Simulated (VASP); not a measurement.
Here is the system:

```
CoSi
1.0
    4.35097     0.00000     0.00000
    0.00000     4.35097     0.00000
    0.00000     0.00000     4.35097
Co Si
4 4
Direct
  0.85439   0.64561   0.35439
  0.35439   0.85439   0.64561
  0.14561   0.14561   0.14561
  0.64561   0.35439   0.85439
  0.15687   0.34313   0.65687
  0.65687   0.15687   0.34313
  0.84313   0.84313   0.84313
  0.34313   0.65687   0.15687
```

The numbers are results of LDA (Ceperley-Alder, Perdew-Zunger), VASP's LDA PAW potentials (set 64) (plane waves; VASP), not measurements. Settings: 400 eV cut-off, 8×8×8 Γ-centred mesh, tetrahedra with Blöchl corrections, potentials Co Si.

Problem. Estimate the energy per atom (σ→0), band gap (on the k-mesh) with the smallest direct gap where there is one.

Solution. 
The band gap (on the k-mesh) is none (metal, semimetal or under 0.01 eV) and the energy per atom (σ→0) comes out as -7.830 eV/atom.

The absolute energy has meaning only against runs of the same code, potentials and settings.

The compound is CoSi in the B20 structure. It was relaxed first, which changed the volume by -6 %. The run is not spin-polarised, so no magnetic state was tried.
